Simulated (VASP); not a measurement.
# C₂H₅Br: harmonic vibrations of a molecule

C₂H₅Br, molecule in box, 8 atoms in the cell. RevPBE with D3(BJ), harmonic vibrations; PAW potentials C, Br, H (PBE set).

## Input

INCAR.step1:
```
ALGO     = Normal         # electronic algorithm
EDIFF    = 1E-8           # SCF threshold, eV
EDIFFG   = -0.002         # ionic threshold
ENCUT    = 400            # plane-wave cutoff, eV
GGA      = RE             # functional
IBRION   = 2              # ionic algorithm
ISIF     = 2              # what is computed and relaxed
ISMEAR   = 0              # smearing method
ISYM     = 0            
IVDW     = 12             # dispersion correction
LASPH    = True           # aspherical terms in the spheres
LCHARG   = False          # write CHGCAR
LREAL    = False          # projectors in reciprocal space
LWAVE    = False          # write WAVECAR
NELM     = 100            # most SCF steps
NSW      = 60             # ionic steps
POTIM    = 0.5            # step
PREC     = Accurate       # precision mode
SIGMA    = 0.01           # smearing width, eV
```

INCAR.step2, as INCAR.step1 but for:
```
- EDIFFG = -0.002
- IBRION = 2
- ISIF = 2
- NSW = 60
- POTIM = 0.5
+ IBRION = 5
+ NFREE = 2
+ NSW = 1
+ POTIM = 0.015
```

KPOINTS:
```
k-points
0
Gamma
  1 1 1
```

POSCAR.step1:
```
H5C2Br
1.0
   13.0000000000      0.0000000000      0.0000000000
    0.0000000000     12.0000000000      0.0000000000
    0.0000000000      0.0000000000     12.0000000000
C Br H
2 1 5
Direct
    0.4453653800      0.5530500000      0.4791458300
    0.4970653800      0.4506083300      0.5250875000
    0.6317961500      0.4852583300      0.5875791700
    0.3702038500      0.5302416700      0.4449375000
    0.4909038500      0.5905750000      0.4126541700
    0.4335423100      0.6154833300      0.5439625000
    0.5113576900      0.3880166700      0.4613375000
    0.4538423100      0.4129916700      0.5930125000
```

Commands (each step's output is kept before the next begins):
```
cat potpaw_PBE.64/C/POTCAR potpaw_PBE.64/Br/POTCAR potpaw_PBE.64/H/POTCAR > POTCAR
cp INCAR.step1 INCAR
cp POSCAR.step1 POSCAR
mpirun -np 4 vasp_gam > vasp.out
cp CONTCAR POSCAR
cp INCAR.step2 INCAR
mpirun -np 4 vasp_gam > vasp.out
```

## Result

- Vibrations (cm⁻¹; a negative value is imaginary): 3090, 3056, 3040, 3023, 2968, 1456, 1440, 1438, 1364, 1227, 1224, 1051, 997, 948, 752, 544, 275, 247
- Zero-point energy (eV): 1.745
- Translations and rotations, which should read zero (cm⁻¹): -28, -14, -12, 0, 1, 3
- Vibrational entropy at 298 K (meV/K): 0.197
- Displaced cells: 48
- Ionic steps, all stages: 77
- Electronic steps, all stages: 1210

VASP 6.6.1 took 2859 s on 4 cores (Intel Xeon Platinum 8375C @ 2.90GHz (Ice Lake)), a shared host.
